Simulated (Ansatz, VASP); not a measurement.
## TlHg2 in two plane-wave programs

Wanted: the spread between two codes on one cell, functional and k mesh. The cell is generated by rule, not measured, and may not be a known phase. The cell is taken from a series of runs on this material, whose earlier steps may have relaxed, scaled, displaced or heated it; both programs get it as it stands.

Main program and level: Ansatz 0.2.0; plane waves, with VASP 6.6.1 beside it; zone-centre phonons at PBEsol.

The structure was built from a prototype and need not be the compound's stable phase.

### 1. The starting structure

Symmetry: P6/mmm, No. 191, hexagonal system. Conventional cell: a = 5.310 Å, b = 5.310 Å, c = 3.113 Å, α = 90.00°, β = 90.00°, γ = 120.00°. Nearest to Tl lie 2 Tl at 3.11 Å and 12 Hg at 3.44 Å. Nearest to Hg lie 5 Hg at 3.07 to 3.11 Å and 6 Tl at 3.44 Å. Farther neighbours are not listed.

### 2. VASP: zone-centre phonons, PBEsol

Second derivatives magnify differences that forces hide, and they need a tight electronic threshold.

Lines of VASP's logs that name or quote its potential files are left out, and so is its time.

INCAR

```
SYSTEM = TlHg2
PREC = Accurate
ENCUT = 500
EDIFF = 1E-08
NELM = 120
ISMEAR = 1
SIGMA = 0.15
LREAL = .FALSE.
ALGO = Normal
GGA = PS
NBANDS = 24
LORBIT = 11
LWAVE = .FALSE.
LCHARG = .FALSE.
ISIF = 2
IBRION = 8
LASPH = .TRUE.
GGA_COMPAT = .FALSE.
KPAR = 2
```

POSCAR

```
TlHg2
1.0
    5.3096746926     -0.0000031993      0.0000000000
   -2.6548345756      4.5983147693      0.0000000000
    0.0000000000      0.0000000000      3.1129072841
Tl Hg
1 2
Direct
    0.0000000000      0.0000000000      0.0000000000
    0.3333333333      0.6666666667      0.5000000000
    0.6666666667      0.3333333333      0.5000000000
```

KPOINTS

```
Automatic mesh
0
Gamma
10 10 12
0 0 0
```

PAW data sets: Tl_d and Hg (PBE family, release 64).

On the command line:

```console
$ mpirun -np 2 vasp_std
```

Numbers of over 12 decimals in the logs are rounded to 6 here.

Output:

```text
[banner, memory and clock lines left out]
running    2 mpi-ranks, on    1 nodes
 distrk:  each k-point on    1 cores,    2 groups
 distr:  one band on    1 cores,    1 groups

 POSCAR found type information on POSCAR TlHg
 POSCAR found :  2 types and       3 ions
|                                                                             |
|               ----> ADVICE to this user running VASP <----                  |
|                                                                             |
|     You enforced a specific xc type in the INCAR file but a different       |
|     [... a line on the potential file left out ...]
|     I HOPE YOU KNOW WHAT YOU ARE DOING!                                     |
|                                                                             |

 LDA part: xc-table for (Slater+PW92), standard interpolation
 POSCAR, INCAR and KPOINTS ok, starting setup
 FFT: planning ... GRIDC
 FFT: planning ... GRID_SOFT
 FFT: planning ... GRID
 WAVECAR not read
 entering main loop
       N       E                     dE             d eps       ncg     rms          rms(c)
DAV:   1     0.256100737314E+03    0.25610E+03   -0.18523E+04  4720   0.140E+03
DAV:   2     0.252457578092E+01   -0.25358E+03   -0.24476E+03  4848   0.360E+02
DAV:   3    -0.399473683769E+01   -0.65193E+01   -0.64881E+01  5568   0.613E+01
DAV:   4    -0.401592787049E+01   -0.21191E-01   -0.21189E-01  5040   0.320E+00
DAV:   5    -0.401608599205E+01   -0.15812E-03   -0.15812E-03  5920   0.312E-01    0.541E+00
DAV:   6    -0.381234665366E+01    0.20374E+00   -0.59701E-01  5496   0.677E+00    0.412E+00
DAV:   7    -0.379911353564E+01    0.13233E-01   -0.63061E-02  5064   0.165E+00    0.217E+00
DAV:   8    -0.379694826265E+01    0.21653E-02   -0.68417E-03  5000   0.854E-01    0.181E-01
DAV:   9    -0.379687593288E+01    0.72330E-04   -0.97438E-04  5712   0.308E-01    0.478E-02
DAV:  10    -0.379686524257E+01    0.10690E-04   -0.12341E-04  5360   0.104E-01    0.960E-03
DAV:  11    -0.379686820732E+01   -0.29648E-05   -0.19691E-05  5408   0.336E-02    0.714E-03
DAV:  12    -0.379686815529E+01    0.52031E-07   -0.38132E-06  5288   0.180E-02    0.213E-03
DAV:  13    -0.379686817065E+01   -0.15357E-07   -0.22263E-07  5296   0.471E-03    0.398E-04
DAV:  14    -0.379686816834E+01    0.23042E-08   -0.10394E-08  3408   0.910E-04
   1 F= -.37968682E+01 E0= -.37971476E+01  d E =0.838238E-03
 Linear response reoptimize wavefunctions to high precision
DAV:   1    -0.379686815843E+01    0.99158E-08   -0.29672E-09  3536   0.408E-04
DAV:   2    -0.379686815851E+01   -0.80945E-10   -0.22626E-10  2568   0.119E-04
 Linear response DOF=           4
 Linear response progress:
  Degree of freedom:   1/  4
       N       E                     dE             d eps       ncg     rms          rms(c)
RMM:   1    -0.349389868999E+00   -0.34939E+00   -0.23082E-01 19448   0.271E+00
RMM:   2    -0.349996239766E+00   -0.60637E-03   -0.27237E-03 15704   0.325E-01    0.427E-02
RMM:   3    -0.349753425516E+00    0.24281E-03   -0.46667E-05 17620   0.400E-02    0.240E-02
RMM:   4    -0.349483966929E+00    0.26946E-03   -0.16988E-05 17541   0.205E-02    0.503E-03
RMM:   5    -0.349483658502E+00    0.30843E-06   -0.35026E-07 17429   0.296E-03    0.296E-03
RMM:   6    -0.349470432366E+00    0.13226E-04   -0.20808E-07 17190   0.234E-03    0.293E-04
RMM:   7    -0.349465091089E+00    0.53413E-05   -0.89430E-09 17685   0.431E-04    0.141E-04
RMM:   8    -0.349464460681E+00    0.63041E-06    0.43757E-13 17808   0.924E-05    0.517E-05
RMM:   9    -0.349463786461E+00    0.67422E-06    0.85159E-10 17765   0.513E-05    0.391E-06
RMM:  10    -0.349463816148E+00   -0.29687E-07   -0.34781E-10 16161   0.768E-06    0.157E-06
RMM:  11    -0.349463817671E+00   -0.15228E-08    0.15943E-10 12969   0.482E-06    0.143E-07
 first order change of Fermi-energy  -0.22698E-04
 force on displaced ion       1 direction 1 :  -1.506   0.000   0.000
 Linear response progress:
  Degree of freedom:   2/  4
       N       E                     dE             d eps       ncg     rms          rms(c)
RMM:   1    -0.323264775609E+00   -0.32326E+00   -0.22847E-01  8453   0.259E+00
RMM:   2    -0.324489159968E+00   -0.12244E-02   -0.19909E-03  7114   0.266E-01    0.313E-02
RMM:   3    -0.324086027256E+00    0.40313E-03   -0.38267E-05  7596   0.339E-02    0.161E-02
RMM:   4    -0.323693796579E+00    0.39223E-03   -0.23512E-05  7554   0.209E-02    0.429E-03
RMM:   5    -0.323690103105E+00    0.36935E-05   -0.32030E-07  7735   0.292E-03    0.271E-03
RMM:   6    -0.323656139733E+00    0.33963E-04   -0.10413E-07  7530   0.175E-03    0.283E-04
RMM:   7    -0.323655909079E+00    0.23065E-06    0.12854E-09  7779   0.250E-04    0.119E-04
RMM:   8    -0.323655943010E+00   -0.33930E-07    0.27396E-09  7721   0.106E-04    0.196E-05
RMM:   9    -0.323655723189E+00    0.21982E-06    0.11494E-09  7871   0.272E-05    0.474E-06
RMM:  10    -0.323655793924E+00   -0.70735E-07    0.62035E-10  6840   0.615E-06    0.224E-06
RMM:  11    -0.323655769082E+00    0.24841E-07    0.26644E-10  4613   0.357E-06    0.101E-07
RMM:  12    -0.323655770036E+00   -0.95405E-09   -0.13532E-10  2929   0.260E-06    0.147E-07
 first order change of Fermi-energy   0.10163E-02
 force on displaced ion       1 direction 3 :   0.000  -0.000  -0.258
 Linear response progress:
  Degree of freedom:   3/  4
       N       E                     dE             d eps       ncg     rms          rms(c)
RMM:   1    -0.388288846290E+00   -0.38829E+00   -0.16036E-01 27698   0.227E+00
RMM:   2    -0.386751356950E+00    0.15375E-02   -0.98646E-04 26287   0.205E-01    0.538E-02
RMM:   3    -0.386337424443E+00    0.41393E-03   -0.66043E-05 27123   0.383E-02    0.319E-02
RMM:   4    -0.386062130976E+00    0.27529E-03   -0.22709E-05 28233   0.223E-02    0.122E-02
RMM:   5    -0.385989766753E+00    0.72364E-04   -0.11354E-06 28250   0.555E-03    0.864E-04
RMM:   6    -0.385978964590E+00    0.10802E-04   -0.58926E-08 28695   0.120E-03    0.364E-04
RMM:   7    -0.385977394198E+00    0.15704E-05    0.43700E-09 28185   0.519E-04    0.104E-04
RMM:   8    -0.385976142117E+00    0.12521E-05    0.27430E-08 28859   0.113E-04    0.209E-05
RMM:   9    -0.385976014027E+00    0.12809E-06    0.41866E-09 28838   0.326E-05    0.427E-06
RMM:  10    -0.385976033393E+00   -0.19365E-07   -0.49039E-09 28012   0.948E-06    0.618E-07
RMM:  11    -0.385976031410E+00    0.19824E-08   -0.82941E-10 19054   0.473E-06    0.394E-07
 first order change of Fermi-energy   0.29006E-03
 force on displaced ion       2 direction 1 :  -2.401   0.000   0.000
 Linear response progress:
  Degree of freedom:   4/  4
       N       E                     dE             d eps       ncg     rms          rms(c)
RMM:   1    -0.363142928911E+00   -0.36314E+00   -0.15306E-01  9966   0.219E+00
RMM:   2    -0.362868653471E+00    0.27428E-03   -0.75607E-04 10012   0.176E-01    0.326E-02
RMM:   3    -0.362419626006E+00    0.44903E-03   -0.39200E-05  9938   0.311E-02    0.157E-02
RMM:   4    -0.362041081785E+00    0.37854E-03   -0.26092E-05 10236   0.246E-02    0.458E-03
RMM:   5    -0.361965544786E+00    0.75537E-04   -0.42891E-07 10530   0.388E-03    0.686E-04
RMM:   6    -0.361960123569E+00    0.54212E-05   -0.46088E-08 10461   0.106E-03    0.140E-04
RMM:   7    -0.361959889306E+00    0.23426E-06   -0.20129E-09 10822   0.229E-04    0.357E-05
RMM:   8    -0.361959814745E+00    0.74562E-07   -0.21300E-09 10840   0.388E-05    0.136E-05
RMM:   9    -0.361959905708E+00   -0.90963E-07   -0.24032E-09 10896   0.138E-05    0.136E-06
RMM:  10    -0.361959915313E+00   -0.96048E-08   -0.62488E-10  6816   0.400E-06    0.299E-07
 first order change of Fermi-energy   0.77153E-03
 force on displaced ion       2 direction 3 :  -0.000   0.000  -0.022
 Linear response finished
```

Parts of OUTCAR (step 2):

```text
ion  position               nearest neighbor table
   1  0.000  0.000  0.000-   2 3.44   3 3.44   2 3.44   3 3.44   3 3.44   3 3.44   2 3.44   2 3.44
                             3 3.44   3 3.44   2 3.44   2 3.44
   2  0.333  0.667  0.500-   3 3.07   3 3.07   3 3.07   1 3.44   1 3.44   1 3.44   1 3.44   1 3.44
                             1 3.44
   3  0.667  0.333  0.500-   2 3.07   2 3.07   2 3.07   1 3.44   1 3.44   1 3.44   1 3.44   1 3.44
                             1 3.44

  LATTYP: Found a hexagonal cell.
 ALAT       =     5.3096746926
 C/A-ratio  =     0.5862708102

 Subroutine GETGRP returns: Found 24 space group operations
 (whereof 24 operations were pure point group operations)

The static configuration has the point symmetry D_6h.

 Found     98 irreducible k-points:

   k-points           NKPTS =     98   k-points in BZ     NKDIM =     98   number of bands    NBANDS=     24

   dimension x,y,z NGX =    40 NGY =   40 NGZ =   24
   dimension x,y,z NGXF=    80 NGYF=   80 NGZF=   48

   ENCUT  =  500.0 eV  36.75 Ry    6.06 a.u.   9.68  9.68  5.68*2*pi/ulx,y,z

   NELECT =      37.0000    total number of electrons

 k-points in reciprocal lattice and weights: Automatic mesh
   0.00000000  0.00000000  0.00000000       0.001
   0.10000000 -0.00000000  0.00000000       0.005
   0.20000000 -0.00000000  0.00000000       0.005
   0.30000000  0.00000000  0.00000000       0.005
   0.40000000 -0.00000000  0.00000000       0.005
   0.50000000  0.00000000  0.00000000       0.003
   0.10000000  0.10000000  0.00000000       0.005
   0.20000000  0.10000000  0.00000000       0.010
   0.30000000  0.10000000  0.00000000       0.010
[...]
0.40000000  0.20000000  0.50000000       0.005
   0.30000000  0.30000000  0.50000000       0.005

 average (electrostatic) potential at core
       1 -85.3344       2 -39.1267       3 -39.1267

  Total        0.0828293      0.0828293      0.0739984      0.0000000     -0.0000000      0.0000000
  in kB        1.7460720      1.7460720      1.5599128      0.0000000     -0.0000000      0.0000000
  external PRESSURE =       1.6840189 kB  Pullay stress =       0.0000000 kB

  energy-cutoff  :      500.00
  volume of cell :       76.00
      direct lattice vectors                 reciprocal lattice vectors
     5.309674693 -0.000003199  0.000000000     0.188335521  0.108735412  0.000000000
    -2.654834576  4.598314769  0.000000000     0.000000131  0.217471051  0.000000000
     0.000000000  0.000000000  3.112907284     0.000000000  0.000000000  0.321243105

 POSITION                                       TOTAL-FORCE (eV/Angst)
 -----------------------------------------------------------------------------------
      0.00000      0.00000      0.00000        -0.000000      0.000000      0.000000
      0.00000      3.06554      1.55645        -0.000000      0.000000     -0.000000
      2.65484      1.53277      1.55645         0.000000     -0.000000      0.000000
 -----------------------------------------------------------------------------------
    total drift:                                0.000000     -0.000000      0.000000

 Eigenvectors and eigenvalues of the dynamical matrix
 ----------------------------------------------------

   1 f  =    2.218010 THz    13.936171 2PiTHz   73.984864 cm-1     9.172950 meV
             X         Y         Z           dx          dy          dz
      0.000000  0.000000  0.000000    -0.000000   -0.000000    0.000000
      0.000002  3.065542  1.556454    -0.257091   -0.658714    0.000000
      2.654838  1.532769  1.556454     0.257091    0.658714    0.000000

   2 f  =    2.218010 THz    13.936171 2PiTHz   73.984864 cm-1     9.172950 meV
             X         Y         Z           dx          dy          dz
      0.000000  0.000000  0.000000     0.000000    0.000000   -0.000000
      0.000002  3.065542  1.556454     0.658714   -0.257091   -0.000000
      2.654838  1.532769  1.556454    -0.658714    0.257091    0.000000

   3 f  =    1.653375 THz    10.388462 2PiTHz   55.150654 cm-1     6.837806 meV
             X         Y         Z           dx          dy          dz
      0.000000  0.000000  0.000000    -0.295136   -0.756218   -0.000000
      0.000002  3.065542  1.556454     0.150131    0.384675    0.000000
      2.654838  1.532769  1.556454     0.150131    0.384675    0.000000

   4 f  =    1.653375 THz    10.388462 2PiTHz   55.150654 cm-1     6.837806 meV
             X         Y         Z           dx          dy          dz
      0.000000  0.000000  0.000000    -0.756218    0.295136    0.000000
      0.000002  3.065542  1.556454     0.384675   -0.150131    0.000000
      2.654838  1.532769  1.556454     0.384675   -0.150131   -0.000000

   5 f  =    0.696174 THz     4.374191 2PiTHz   23.221871 cm-1     2.879144 meV
             X         Y         Z           dx          dy          dz
      0.000000  0.000000  0.000000    -0.000000   -0.000000    0.798378
      0.000002  3.065542  1.556454    -0.000000   -0.000000   -0.425789
      2.654838  1.532769  1.556454    -0.000000   -0.000000   -0.425789

   6 f/i=    0.006150 THz     0.038643 2PiTHz    0.205149 cm-1     0.025435 meV
             X         Y         Z           dx          dy          dz
      0.000000  0.000000  0.000000    -0.023585    0.583500   -0.000000
      0.000002  3.065542  1.556454    -0.023183    0.573540   -0.000000
      2.654838  1.532769  1.556454    -0.023183    0.573540   -0.000000

   7 f/i=    0.006150 THz     0.038643 2PiTHz    0.205149 cm-1     0.025435 meV
             X         Y         Z           dx          dy          dz
      0.000000  0.000000  0.000000     0.583500    0.023585   -0.000000
      0.000002  3.065542  1.556454     0.573540    0.023183   -0.000000
      2.654838  1.532769  1.556454     0.573540    0.023183   -0.000000

   8 f/i=    0.018314 THz     0.115071 2PiTHz    0.610895 cm-1     0.075741 meV
             X         Y         Z           dx          dy          dz
      0.000000  0.000000  0.000000    -0.000000   -0.000000   -0.602156
      0.000002  3.065542  1.556454    -0.000000   -0.000000   -0.564539
      2.654838  1.532769  1.556454    -0.000000   -0.000000   -0.564539

   9 f/i=    0.349800 THz     2.197858 2PiTHz   11.668073 cm-1     1.446656 meV
             X         Y         Z           dx          dy          dz
      0.000000  0.000000  0.000000    -0.000000    0.000000   -0.000000
      0.000002  3.065542  1.556454    -0.000000    0.000000   -0.707107
      2.654838  1.532769  1.556454    -0.000000    0.000000    0.707107

 ELASTIC MODULI CONTR FROM IONIC RELAXATION (kBar)
 Direction    XX          YY          ZZ          XY          YZ          ZX
 --------------------------------------------------------------------------------
 XX          -4.5004      4.5004      0.0000     -0.0000      0.0000     -0.0000
 YY           4.5004     -4.5004     -0.0000     -0.0000     -0.0000      0.0000
 ZZ           0.0000     -0.0000     -0.0000     -0.0000     -0.0000      0.0000
 XY          -0.0000     -0.0000     -0.0000     -4.5004      0.0000     -0.0000
 YZ           0.0000     -0.0000     -0.0000      0.0000      0.0000      0.0000
 ZX          -0.0000      0.0000      0.0000     -0.0000      0.0000      0.0000
 --------------------------------------------------------------------------------
```

This run has no spin polarisation. Its electron count is odd, so without a moment it is a metal by construction.

(Continued in part 2 of 2.)

[Lines on the potential files, build, host, timing and source positions are cut from VASP's logs without a mark.]

[Logs are printed without paths, hosts, clocks, repeated set-up lines and the standing remarks that a program may print on its own settings, such as how far it seeks lower states.]

[Hosts, paths, dates, database ids (printed as entryN), source tags and the programs' standing remarks are cut or masked in the printed files.]
